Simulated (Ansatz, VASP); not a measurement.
# TiNb2 (TiNb2 in the C11b ordering): VASP beside Ansatz

Aim: how closely do two programs agree when they are given the same cell, functional and k mesh? The cell is generated by rule, not measured, and may not be a known phase. The cell is taken from a series of runs on this material, whose earlier steps may have relaxed, scaled, displaced or heated it; both programs get it as it stands.

Calculated with Ansatz 0.2.0; plane waves, with VASP 6.6.1 beside it; relaxation of cell and atoms at PBE and zone-centre phonons at PBE.

### Step 1. The starting structure

The structure is tetragonal, space group I4/mmm (No. 139). Conventional cell: a = 3.309 Å, b = 3.309 Å, c = 9.751 Å, α = 90.00°, β = 90.00°, γ = 90.00°. Nearest to Ti lie 10 Nb at 2.88 to 3.20 Å. Nb has 4 Nb at 2.80 Å and 5 Ti at 2.88 to 3.20 Å nearest. Farther neighbours are not listed.

### Step 2. VASP: relaxation of cell and atoms, PBE, pair 1

The relaxed volume is the usual yardstick between codes: in a stiff, nearly cubic crystal its relative difference is about their pressure difference at one cell divided by the bulk modulus.

Lines of VASP's logs that name or quote its potential files are left out, and so is its time.

File INCAR:

```
SYSTEM = TiNb2
PREC = Accurate
ENCUT = 500
EDIFF = 1E-07
NELM = 120
ISMEAR = 1
SIGMA = 0.2
LREAL = .FALSE.
ALGO = Normal
GGA = PE
NBANDS = 25
LASPH = .TRUE.
LORBIT = 11
LWAVE = .FALSE.
LCHARG = .FALSE.
ISIF = 3
IBRION = 2
NSW = 80
EDIFFG = -0.005
GGA_COMPAT = .FALSE.
NELMIN = 4
KPAR = 2
```

File POSCAR:

```
TiNb2
1.0
    3.3092490000      0.0000000000      0.0000020000
    0.0000000000      3.3092490000      0.0000020000
    1.6546220000      1.6546220000      4.8756450000
Ti Nb
1 2
Direct
    0.0000000000      0.0000000000      0.0000000000
    0.6714057969      0.6714057969      0.6571881904
    0.3285939009      0.3285939009      0.3428118096
```

File KPOINTS:

```
Automatic mesh
0
Gamma
8 8 8
0 0 0
```

Potentials, in the order of the species: Ti_sv and Nb_sv (PBE family, release 64).

Started as:

```bash
$ mpirun -np 2 vasp_std
```

Numbers of over 12 decimals in the logs are rounded to 6 here.

The program printed:

```text
[banner, memory and clock lines left out]
running    2 mpi-ranks, on    1 nodes
 distrk:  each k-point on    1 cores,    2 groups
 distr:  one band on    1 cores,    1 groups

 POSCAR found type information on POSCAR TiNb
 POSCAR found :  2 types and       3 ions
 LDA part: xc-table for (Slater+PW92), standard interpolation
 POSCAR, INCAR and KPOINTS ok, starting setup
 FFT: planning ... GRIDC
 FFT: planning ... GRID_SOFT
 FFT: planning ... GRID
 WAVECAR not read
 entering main loop
       N       E                     dE             d eps       ncg     rms          rms(c)
DAV:   1     0.495459441733E+03    0.49546E+03   -0.20030E+04  2958   0.167E+03
DAV:   2     0.201248556142E+02   -0.47533E+03   -0.46748E+03  3141   0.599E+02
DAV:   3    -0.269285096726E+02   -0.47053E+02   -0.45522E+02  5595   0.157E+02
DAV:   4    -0.302883985720E+02   -0.33599E+01   -0.32982E+01  4271   0.349E+01
DAV:   5    -0.304592375694E+02   -0.17084E+00   -0.17021E+00  5251   0.839E+00    0.137E+01
DAV:   6    -0.301385482164E+02    0.32069E+00   -0.31086E+01  4452   0.473E+01    0.126E+01
DAV:   7    -0.284687850364E+02    0.16698E+01   -0.29921E+01  4565   0.267E+01    0.479E+00
DAV:   8    -0.281237683264E+02    0.34502E+00   -0.22663E+00  3873   0.110E+01    0.171E+00
DAV:   9    -0.281387680272E+02   -0.15000E-01   -0.32461E-01  5219   0.336E+00    0.120E+00
DAV:  10    -0.281494799096E+02   -0.10712E-01   -0.41878E-02  3846   0.187E+00    0.572E-01
DAV:  11    -0.281448694049E+02    0.46105E-02   -0.23192E-02  4810   0.105E+00    0.220E-01
DAV:  12    -0.281449119336E+02   -0.42529E-04   -0.55281E-04  4259   0.170E-01    0.148E-01
DAV:  13    -0.281448760057E+02    0.35928E-04   -0.58411E-04  4177   0.164E-01    0.301E-02
DAV:  14    -0.281448801480E+02   -0.41423E-05   -0.51588E-05  4057   0.707E-02    0.148E-02
DAV:  15    -0.281448784808E+02    0.16672E-05   -0.14613E-05  4953   0.267E-02    0.363E-03
DAV:  16    -0.281448783189E+02    0.16186E-06   -0.63592E-07  3975   0.639E-03    0.103E-03
DAV:  17    -0.281448784382E+02   -0.11931E-06   -0.45076E-08  2795   0.191E-03    0.504E-04
DAV:  18    -0.281448784483E+02   -0.10094E-07   -0.15938E-08  2509   0.129E-03
   1 F= -.28144878E+02 E0= -.28141495E+02  d E =-.281449E+02
[...]
2 F= -.28144757E+02 E0= -.28141483E+02  d E =0.121899E-03
[...]
3 F= -.28145022E+02 E0= -.28141684E+02  d E =-.143811E-03
[...]
4 F= -.28145022E+02 E0= -.28141685E+02  d E =-.143724E-03
[...]
5 F= -.28145029E+02 E0= -.28141706E+02  d E =-.688360E-05
 trial-energy change:   -0.000007  1 .order   -0.000007   -0.000009   -0.000005
 step:   1.9823(harm=  1.9823)  dis= 0.00095  next Energy=   -28.145032 (dE=-0.102E-04)
 bond charge predicted
       N       E                     dE             d eps       ncg     rms          rms(c)
DAV:   1    -0.281450255480E+02    0.34354E-05   -0.30392E-03  3336   0.512E-01    0.214E-02
DAV:   2    -0.281450450715E+02   -0.19524E-04   -0.34490E-04  3968   0.148E-01    0.298E-02
DAV:   3    -0.281450327832E+02    0.12288E-04   -0.11117E-04  4129   0.695E-02    0.873E-03
DAV:   4    -0.281450314189E+02    0.13643E-05   -0.81798E-06  4629   0.240E-02    0.295E-03
DAV:   5    -0.281450316609E+02   -0.24204E-06   -0.75552E-07  4226   0.597E-03    0.178E-03
DAV:   6    -0.281450319126E+02   -0.25172E-06   -0.70969E-08  2250   0.231E-03    0.698E-04
DAV:   7    -0.281450320105E+02   -0.97887E-07   -0.45877E-08  1898   0.213E-03
   6 F= -.28145032E+02 E0= -.28141726E+02  d E =-.983827E-05
 curvature:  -1.03 expect dE=-0.395E-06 dE for cont linesearch -0.384E-09
 trial: gam=-0.02130 g(F)=  0.138E-07 g(S)=  0.370E-06 ort = 0.631E-07 (trialstep = 0.111E+01)
 search vector abs. value=  0.387E-06
 reached required accuracy - stopping structural energy minimisation
```

From OUTCAR (step 2):

```text
ion  position               nearest neighbor table
   1  0.000  0.000  0.000-   2 2.88   3 2.88   3 2.88   3 2.88   2 2.88   2 2.88   3 2.88   2 2.88

  LATTYP: Found a body centered tetragonal cell.
 ALAT       =     3.3092490000
 C/A-ratio  =     2.9466764211

 Subroutine GETGRP returns: Found 16 space group operations
 (whereof 16 operations were pure point group operations)

The static configuration has the point symmetry D_4h.

 Found     59 irreducible k-points:

   k-points           NKPTS =     59   k-points in BZ     NKDIM =     59   number of bands    NBANDS=     25

   dimension x,y,z NGX =    24 NGY =   24 NGZ =   40
   dimension x,y,z NGXF=    48 NGYF=   48 NGZF=   80

   ENCUT  =  500.0 eV  36.75 Ry    6.06 a.u.   6.03  6.03  9.86*2*pi/ulx,y,z

   NELECT =      38.0000    total number of electrons

 k-points in reciprocal lattice and weights: Automatic mesh
   0.00000000  0.00000000  0.00000000       0.002
   0.12500000 -0.00000000  0.00000000       0.016
   0.25000000 -0.00000000  0.00000000       0.016
   0.37500000 -0.00000000  0.00000000       0.016
   0.50000000 -0.00000000  0.00000000       0.008
   0.12500000  0.12500000  0.00000000       0.016
   0.25000000  0.12500000  0.00000000       0.031
   0.37500000  0.12500000  0.00000000       0.031
   0.50000000  0.12500000 -0.00000000       0.031
[...]
-0.12500000 -0.12500000  0.37500000       0.008
   0.00000000  0.00000000  0.50000000       0.002

 average (electrostatic) potential at core
       1 -70.2582       2 -77.7333       3 -77.7333

 E-fermi :  10.2255

 k-point     1 :       0.0000    0.0000    0.0000
  band No.  band energies     occupation
    ...
     13       4.2577      2.00000
     14       7.5098      2.00000
     15       7.6760      2.00000
     16       8.5666      2.00000
     17       8.7870      2.00000
     18      10.6394     -0.01268
     19      10.8670     -0.00006
     20      10.8670     -0.00006
     21      12.2414     -0.00000
     22      12.2414     -0.00000
    ...

 k-point     2 :       0.1250   -0.0000    0.0000
  band No.  band energies     occupation
    ...
     13       4.5904      2.00000
     14       7.5183      2.00000
     15       7.8909      2.00000
     16       8.4806      2.00000
     17       8.9871      2.00000
     18      10.5115     -0.06123
     19      10.8503     -0.00009
     20      10.9324     -0.00001
     21      11.3450     -0.00000
     22      11.8775     -0.00000
    ...

 k-point     3 :       0.2500   -0.0000    0.0000
  band No.  band energies     occupation
    ...
     14       7.3957      2.00000
     15       7.9621      2.00000
     16       8.6005      2.00000
     17       9.7938      2.00926
     18       9.8708      2.03095
     19      10.3324      0.22324
     20      10.7304     -0.00207
     21      11.2391     -0.00000
     22      11.6994     -0.00000
     23      11.8686     -0.00000
    ...

  Total        0.0023247      0.0023247      0.0034968      0.0000000     -0.0000000     -0.0000000
  in kB        0.0699405      0.0699405      0.1052025      0.0000000     -0.0000000     -0.0000000
  external PRESSURE =       0.0816945 kB  Pullay stress =       0.0000000 kB

  energy-cutoff  :      500.00
  volume of cell :       53.25
      direct lattice vectors                 reciprocal lattice vectors
     3.306780520 -0.000000000  0.000001998     0.302409005  0.000000062 -0.102665428
    -0.000000000  3.306780520  0.000001998     0.000000062  0.302409005 -0.102665428
     1.653387762  1.653387762  4.870183260    -0.000000124 -0.000000124  0.205331167

 POSITION                                       TOTAL-FORCE (eV/Angst)
 -----------------------------------------------------------------------------------
      3.30678      3.30678      0.00000        -0.000000      0.000000      0.000000
      3.30678      3.30678      3.20163        -0.000000     -0.000000      0.000379
      1.65339      1.65339      1.66856         0.000000      0.000000     -0.000379
 -----------------------------------------------------------------------------------
    total drift:                                0.001841      0.001841      0.000000

  FREE ENERGIE OF THE ION-ELECTRON SYSTEM (eV)
  ---------------------------------------------------
  free  energy   TOTEN  =       -28.1450320105 eV

  energy  without entropy=      -28.1351133492  energy(sigma->0) =      -28.14172579

 reached required accuracy - stopping structural energy minimisation

 total charge
# of ion       s       p       d       tot
------------------------------------------
    1        2.239   6.133   1.898  10.270
    2        2.224   5.986   2.539  10.749
    3        2.224   5.986   2.539  10.749
--------------------------------------------------
tot          6.686  18.105   6.976  31.767

[... 3 further parts left out ...]
```

CONTCAR:

```
TiNb2
   1.00000000000000
     3.3067805197991254   -0.0000000000000007    0.0000019981685553
    -0.0000000000000007    3.3067805197991254    0.0000019981685553
     1.6533877623668352    1.6533877623668352    4.8701832595526620
  Ti              Nb
     1     2
Direct
     1.0000000000000000    1.0000000000000000    0.0000000000000000
     0.6713032469398801    0.6713032469398801    0.6573932903202253
     0.3286964508601197    0.3286964508601197    0.3426067096797748
```

The run keeps the 16 symmetry operations of its start, so it cannot find a distortion of lower symmetry.

### Step 3. Ansatz: relaxation of cell and atoms, PBE, pair 1

Ansatz runs on its default PAW (the set named soft_2) files.

The same cell, functional, mesh and smearing now go to Ansatz, which takes its cutoff from its data sets.

File input.yaml:

```yaml
crystal:
  lattice:
    - [3.3092485842, 0.0, 1.6746e-06]
    - [0.0, 3.3092485842, 1.6746e-06]
    - [1.6546218248, 1.6546218248, 4.8756449948]
  atoms:
    - { symbol: Ti, position: [0.0, 0.0, 0.0] }
    - { symbol: Nb, position: [0.6714059029, 0.6714059029, 0.6571881942] }
    - { symbol: Nb, position: [0.3285940971, 0.3285940971, 0.3428118058] }
kpoints:
  mp_grid: { grid: [8, 8, 8] }
hamiltonian:
  xc: pbe
scf:
  occupations: { method: methfessel_paxton, width: 0.2 }
output:
  forces: true
  stress: true
  eigenvalues: true
  write_density: true
  write_potential: true
  elf: true
  volumetric_format: npy
relax:
  adjacent_minimum: "off"
  f_tol: 0.001
  max_steps: 60
  cell: { stress_tol: 0.01 }
```

Started as:

```bash
$ ansatz run input.yaml --threads 4 --pin off --max-ram 8192MiB --backend cpu --events-out ev --progress --plain --runs-dir out
```

The program printed:

```text
Engine: ansatz 0.2.0, aarch64-unknown-linux-gnu
Pseudopotentials: kind: paw
Pseudopotential: Ti, paw, valence charge 12, recommended cutoff 420 eV (normal), Ti.paw.azcp
Pseudopotential: Nb, paw, valence charge 13, recommended cutoff 420 eV (normal), Nb.paw.azcp
Functional definition: PBE
  parameter kappa = 0.804
  parameter beta = 0.066725
  exchange = pbe_x(kappa = kappa, mu = beta*pi^2/3)
  correlation = pbe_c(beta = beta)
Crystal: 3 atoms, lattice volume = 53.394 Å³
Basis set: ecut = 420 eV, 1029 PW (Γ), exchange–correlation on 48×48×80 points (8 copies of the dense FFT grid, shifted against one another)
Bands: 23, of which v1, the nominal top of the filled ones, is band 19 counted from 1 (18 counted from 0)
Symmetry: 16 space group operations
Space group: I4/mmm (ITA 139), of the structure as read, at distance tolerance 3.8e-5 Å
k-points: 59 of 512
Non-local potential: Ti, projectors of the file, l = 0: 3, l = 1: 2, l = 2: 3, l = 3: 1
Non-local potential: Nb, projectors of the file, l = 0: 3, l = 1: 2, l = 2: 2, l = 3: 1
PAW form: soft (Blöchl's): semilocal exchange-correlation on the pseudo side does not see the compensation charge
PAW one-centre angular grid: Ti, 590 points (default); XC on 64 Gauss nodes
PAW one-centre angular grid: Nb, 590 points (default); XC on 64 Gauss nodes
Initial density: superposition of atomic densities (neutral atoms: chi_scale 0, normalization atom), corrected by the library's trained network
Initial wavefunctions: pseudopotential atomic-orbital guess
Functional: x = pbe(κ = 0.804, μ = 0.219515), c = pbe(β = 0.066725)
SCF iter   1: F=—  HF=-11604.115667 eV  |F-HF|=—  |Δ(HF+E_count)|=         —  Δρ=4.66e-3  dr2=1.16e-2  ethr=1.77e-3  ⟨swp⟩=4.2  Hψ=5053  notcnv=0
preconditioner: auto → Kerker (q_TF=auto, 2.578 Å⁻¹)  [metal: Δε(μ)=0.007 eV  Ē_g=3.123 eV  σ=0.200 eV  W_gap=0.03  n_scr=12 (ndim 8)  ℏωp=19.0 eV  f_vac=0.000  D(μ)=6.04/eV (n_scr^D=78)]
SCF iter   2: F=—  HF=-11604.114870 eV  |F-HF|=—  |Δ(HF+E_count)|=   7.98e-4  S|Δr|=    0.00e0  Δρ=2.38e-3  dr2=2.67e-3  ethr=3.04e-5  ⟨swp⟩=1.6  Hψ=2043  notcnv=0
SCF iter   3: F=—  HF=-11604.114578 eV  |F-HF|=—  |Δ(HF+E_count)|=   2.92e-4  S|Δr|=    0.00e0  Δρ=4.05e-4  dr2=5.69e-5  ethr=7.03e-6  ⟨swp⟩=2.2  Hψ=1851  notcnv=0
SCF iter   4: F=—  HF=-11604.114591 eV  |F-HF|=—  |Δ(HF+E_count)|=   1.28e-5  S|Δr|=    0.00e0  Δρ=7.65e-5  dr2=2.56e-6  ethr=1.50e-7  ⟨swp⟩=2.5  Hψ=1964  notcnv=0
SCF iter   5: F=—  HF=-11604.114591 eV  |F-HF|=—  |Δ(HF+E_count)|=   2.19e-7  S|Δr|=    0.00e0  Δρ=1.91e-5  dr2=1.77e-7  ethr=6.75e-9  ⟨swp⟩=2.4  Hψ=2057  notcnv=0
SCF iter   6: F=-11604.114591 eV  HF=-11604.114591 eV  |F-HF|=3.31e-10  |Δ(HF+E_count)|=   2.97e-9  S|Δr|=    0.00e0  Δρ=3.03e-6  dr2=2.71e-9  ethr=2.63e-10  ⟨swp⟩=7.2  Hψ=7687  notcnv=0
SCF 1 converged in 6 iterations: F = -11604.114591 eV  dr2 = 2.71e-9
  greatest PAW one-centre occupation: 0.999 electrons in one spin orbital (limit 2), on the Ti atom at site 0 (counted from 0), in its partial waves of l = 0
relax step   1: F+E_penalty+E_count = -11604.11459096 eV  Δ(F+E_penalty+E_count) = +0.000e0 eV  max|allowed force component| = 1.752e-3 eV/Å  Δτ_max = 0.0000 Å  P = -0.041 GPa  Ω = 53.394 Å³  (6 SCF iters, dr2 threshold 1.00e-7 eV, accepted)
[...]
relax step   2: F+E_penalty+E_count = -11604.11459473 eV  Δ(F+E_penalty+E_count) = -3.775e-6 eV  max|allowed force component| = 4.734e-4 eV/Å  Δτ_max = 0.0005 Å  P = +0.078 GPa  Ω = 53.346 Å³  energy of the carried Pulay correction = +7.343e-6 eV  (5 SCF iters, dr2 threshold 1.12e-8 eV, rejected (line search))
[...]
relax step   3: F+E_penalty+E_count = -11604.11459791 eV  Δ(F+E_penalty+E_count) = -6.952e-6 eV  max|allowed force component| = 4.397e-5 eV/Å  Δτ_max = 0.0002 Å  P = -0.003 GPa  Ω = 53.378 Å³  energy of the carried Pulay correction = +2.481e-6 eV  (7 SCF iters, accepted)
[...]
relax step   4: F+E_penalty+E_count = -11604.11459445 eV  Δ(F+E_penalty+E_count) = +3.454e-6 eV  max|allowed force component| = 4.540e-5 eV/Å  Δτ_max = 0.0000 Å  P = -0.003 GPa  Ω = 53.378 Å³  stress off target by 4.47e-3 GPa  SCF on the basis re-selected at this cell (its energy is not comparable with the rows above)  (4 SCF iters)
basis re-selected at this cell: Δ(F+E_penalty+E_count) = +3.454e-6 eV, ΔP = +0.000 GPa vs the last step (what re-selecting the basis moved, of the pressure what is left beyond the Pulay correction that the steps carried, after the strain that the cell walked since its last selection, with what the two solves' SCF thresholds leave and, on support functions, any second-order correction that the steps lacked; it is no m [...]
SCF converged after 4 iterations
Stability not checked: this state was not tested for a lower state beside it, because cold or Methfessel-Paxton smearing, or corrected tetrahedra, fill the levels in a way that the test cannot read (fill_not_monotonic; see scf.lower_state_search)
Free energy (F): -11604.114594 eV
Harris-Foulkes:  -11604.114594 eV  (|F-HF|=0.00e0)
Internal energy: -11604.104653 eV  (E = F + TS)
E sigma→0 (E₀):  -11604.112109 eV
Entropy (-TS):   -0.009941 eV (-3.314 meV/atom)
Fermi energy:    16.289711 eV
--- Per-component energies (eV) ---
  E_band       = -293.037165
  E_kinetic    = 1063.173448
  E_local      = -2208.611038  (includes V_loc(G=0)·N_el)
  E_nonlocal   = 248.528335
  E_hartree    = 769.360387
  E_xc         = -448.915447
  E_vxc        = -548.354352  (∫ρ·V_xc dr)
  E_paw        = -7194.614654  (= ΣΔE_a)
  E_vpaw       = -386.494471  (= ΣTr[D̂ρ^β])
  E_aug_tail   = 0.000142  (compensation charges beyond the density's cutoff)
  E_ewald      = -3833.025826
  E_smearing   = -0.009941  (= −TS)
  E_closure    = -0.000000  (closes the sum)
  Σ components = -11604.114594   (vs F -11604.114594, Δ=0.00e0)
--- Forces (eV/Å), atoms counted from 1 ---
  atom   1  Ti     0.00000000    -0.00000000     0.00000000
  atom   2  Nb    -0.00000000    -0.00000000     0.00004540
  atom   3  Nb     0.00000000     0.00000000    -0.00004540
  max |Σ_I F_I| component: 8.67e-19 eV/Å
--- Stress (GPa, compression-positive) ---
       -0.001777       0.000000       0.000000
        0.000000      -0.001777       0.000000
        0.000000       0.000000      -0.004468
  P = ⅓ Tr σ = -0.0027 GPa (-0.027 kbar)
--- Band table (eV; the first three rows and the last of 59) ---
  k-point 0: bands = [... 15 lower, 14.6365, 14.8562, 16.6994, 16.9284, 16.9284, 18.3033, 18.3033, 18.3243]
  k-point 1: bands = [... 15 lower, 14.4810, 15.1384, 16.7553, 16.8998, 16.8998, 17.7233, 17.7233, 19.0572]
  k-point 2: bands = [... 15 lower, 14.0074, 15.7607, 16.8281, 16.8281, 16.9188, 17.3061, 17.3061, 18.6032]
  k-point 58: bands = [... 15 lower, 14.8495, 15.4714, 15.4714, 15.5329, 17.3501, 17.3501, 19.1299, 19.2856]
--- Relaxed structure (3 steps of the walk, 2 accepted, 1 SCFs on fresh bases) ---
  F+E_penalty+E_count = -11604.11459445 eV   max|allowed force component| = 4.540e-5 eV/Å   (the final SCF, on the basis selected at the relaxed cell)
  cell:  # Å, volume = 53.3777 Å³
    - [3.309350, -4.2372533032116506e-13, 1.6746673150951453e-6]
    - [-4.237253303211833e-13, 3.309350, 1.6746673150951813e-6]
    - [1.654672, 1.654672, 4.873880]
  atoms:
    - { symbol: Ti, position: [0, 0, 0] }
    - { symbol: Nb, position: [0.671381, 0.671381, 0.657238] }
    - { symbol: Nb, position: [0.328619, 0.328619, 0.342762] }
```

### Step 4. Comparison

Known differences besides the potentials themselves: the cutoff is 420 eV in Ansatz and 500 eV in VASP; Ansatz adds a Pulay correction to the stress that steers its cell, VASP none. Total energies have different zeros and are not compared.

Compared:

| quantity | Ansatz | VASP | difference |
| --- | --- | --- | --- |
| volume (Å³) | 53.38 | 53.25 | +0.23 % |
| edge a after relaxation, in the typed setting (Å) | 3.309 | 3.307 | +0.08 % |
| edge c after relaxation, in the typed setting (Å) | 5.407 | 5.402 | +0.08 % |

(Continued in part 2 of 2.)

[Lines on the potential files, build, host, timing and source positions are cut from VASP's logs without a mark.]

[Logs are printed without paths, hosts, clocks, repeated set-up lines and the standing remarks that a program may print on its own settings, such as how far it seeks lower states.]

[Hosts, paths, dates, database ids (printed as entryN), source tags and the programs' standing remarks are cut or masked in the printed files.]
